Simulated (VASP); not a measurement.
```
CELL_PARAMETERS angstrom
      2.77440     0.00000     0.00000
      0.00000     2.77440     0.00000
      0.00000     0.00000     3.78420
ATOMIC_POSITIONS crystal
  Fe 0.00000 0.00000 0.00000
  Pt 0.50000 0.50000 0.50000
```
Starting moments (μB, in the order of the record's atoms Fe Pt): 3.0 0.0.

The base run (VASP): PBE GGA, plane waves, VASP's PBE PAW potentials (set 64). Settings: 400 eV cut-off, 12×12×9 Γ-centred mesh, first-order Methfessel-Paxton smearing of 0.10 eV, potentials Fe Pt.

One setting is varied; ΔE counts from the most expensive setting. The base run took about 40 core-seconds. Costs are core time on shared hosts, one run each; read them as rough ratios.

Pressures at a finite cut-off, here 400 eV, hold a Pulay part, which wasn't tested here.

```
setting                          cost over the base run  electronic steps  ΔE (meV/atom)  pressure (GPa)
-------------------------------  ----------------------  ----------------  -------------  --------------
KPOINTS 2×2×2 Γ-centred mesh                  about 1/6                20          975.5            1.46
KPOINTS 4×4×3 Γ-centred mesh                  about 1/5                17          -22.2           -8.07
KPOINTS 5×5×4 Γ-centred mesh                  about 1/4                17           32.6           -5.58
KPOINTS 6×6×4 Γ-centred mesh                  about 1/3                16           -5.6           -7.79
KPOINTS 9×9×7 Γ-centred mesh                  about 1/2                14            0.4           -7.75
KPOINTS 8×8×6 Γ-centred mesh                  about 1/2                15           -7.6           -7.61
base run                                      reference                14            1.4           -7.59
KPOINTS 18×18×14 Γ-centred mesh           about 3 times                14            0.0           -7.64
```

Left out are runs that failed, have no time on record or changed the cell.

The compound is FePt in the L1_0 structure. The cell was not relaxed at this level.
